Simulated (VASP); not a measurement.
Consider the following.

```
Nb
1.0
    3.26944     0.00000     0.00000
    0.00000     3.26944     0.00000
    0.00000     0.00000    24.66941
Nb
6
Cartesian
  1.63472   0.00000   8.24790
  0.00000   1.63472   9.88262
  1.63472   0.00000  11.51734
  0.00000   1.63472  13.15208
  1.63472   0.00000  14.78680
  0.00000   1.63472  16.42152
```

Calculation: PBEsol GGA, VASP's PBE PAW potentials (set 64) (plane waves; VASP). Settings: PREC = Normal, EDIFF = 1E-5, 400 eV cut-off, 9×9×1 Γ-centred mesh, first-order Methfessel-Paxton smearing of 0.10 eV, potentials Nb_sv.

Problem. The ions are relaxed. Which structure does the run end with?

Solution. 
```
Nb
1.0
    3.26944     0.00000     0.00000
    0.00000     3.26944     0.00000
    0.00000     0.00000    24.66941
Nb
6
Direct
  0.50000   0.00000   0.34118
  0.00000   0.50000   0.39983
  0.50000   0.00000   0.46498
  0.00000   0.50000   0.53502
  0.50000   0.00000   0.60017
  0.00000   0.50000   0.65882
```

Problem. How much energy does the relaxation gain?

Solution. The energy (σ→0) changes by -50.7 meV/atom, in 12 ionic steps.

The cell is a thin slab with vacuum, built from Nb (bcc): (100) face.
